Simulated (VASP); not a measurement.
PbS (rock salt): the band gap from VASP (plane waves, PAW) at several levels of theory. Gaps are without spin-orbit coupling. Each level names its cell: its own relaxed one, PBE's, or the starting one. A gap is the smallest over the k-mesh and a band path; hybrids may have named points in place of the path, and GW has the mesh alone. The errors mix the missing spin-orbit coupling with the functional's own.

```tsv
level	band gap (eV)	error against measurement (eV)
LDA (own cell)	0.04	-0.33
PBE (own cell)	0.49	+0.12
PBEsol (own cell)	0.19	-0.18
PBE-D4 (own cell)	0.37	-0.00
optB88-vdW (own cell)	0.50	+0.13
rev-vdW-DF2 (own cell)	0.39	+0.02
revTPSS (own cell)	0.39	+0.02
SCAN (own cell)	0.62	+0.25
r2SCAN (own cell)	0.70	+0.33
r2SCAN+rVV10 (own cell)	0.60	+0.23
```

Measured: 0.37 eV (as given by Wikipedia, List of semiconductor materials).

The cell of the LDA (own cell) run:

```cif
data_Pb4S4
_chemical_formula_sum 'Pb4 S4'
_space_group_name_H-M_alt 'Fm-3m'
_space_group_IT_number 225
_space_group_name_Hall '-F 4 2 3'
_cell_length_a 5.84485
_cell_length_b 5.84485
_cell_length_c 5.84485
_cell_angle_alpha 90.000
_cell_angle_beta 90.000
_cell_angle_gamma 90.000
loop_
_atom_site_label
_atom_site_type_symbol
_atom_site_symmetry_multiplicity
_atom_site_Wyckoff_symbol
_atom_site_fract_x
_atom_site_fract_y
_atom_site_fract_z
_atom_site_occupancy
Pb1 Pb 4 a 0.00000 0.00000 0.00000 1
S1 S 4 b 0.50000 0.50000 0.50000 1
```
(The calculation used a cell of 2 atoms; values per cell refer to that cell.)

Only levels that ran to the end are used. Left out are those held back, those with too coarse a band path, GW runs whose mesh misses a band edge, hybrids' fits of cells that aren't cubic and levels without matching references; a question may draw on a part of the rest.

The compound is PbS in the rock salt structure.
